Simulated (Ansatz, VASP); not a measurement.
Two plane-wave programs on In3F4

```
In F
1.0
     4.97569    0.00000    0.00000
     0.00000    4.97569    0.00000
     0.00000    0.00000    4.97569
In F
3 4
Direct
  0.00000 0.50000 0.50000
  0.50000 0.00000 0.50000
  0.50000 0.50000 0.00000
  0.00000 0.00000 0.00000
  0.50000 0.00000 0.00000
  0.00000 0.50000 0.00000
  0.00000 0.00000 0.50000
```

Alike in both runs: functional PBE; k mesh 8 × 8 × 8; occupations gaussian, width 0.1 eV; no spin polarisation.

Ansatz relaxed the structure, and its values are those at the end. VASP's run is a single point on that final structure, the one shown.

|  | VASP | Ansatz |
| --- | --- | --- |
| version | VASP 6.6.1 | Ansatz 0.2.0 |
| potentials or method | VASP PAW PBE potentials, release 64 (In_d, F) | scalar-relativistic, plane waves, PAW |
| plane-wave cutoff (eV) | 520 | 420 |
| valence electrons in the cell | 67 | 67 |

VASP gave:

```
gap on the k mesh at the Fermi level (eV) : none
pressure (GPa)                            : -0.2
```

Q: Estimate Ansatz's values.

A: gap on the k mesh at the Fermi level (eV): none; pressure (GPa): 0.0.

A gap of «none» marks a metal or a gap that the smearing closes. The functional is the same, so the differences come from potentials, cutoffs and numerics.

Caveats: an odd number of electrons without spin polarisation forces a metal; a magnetic or distorted state may lie lower.
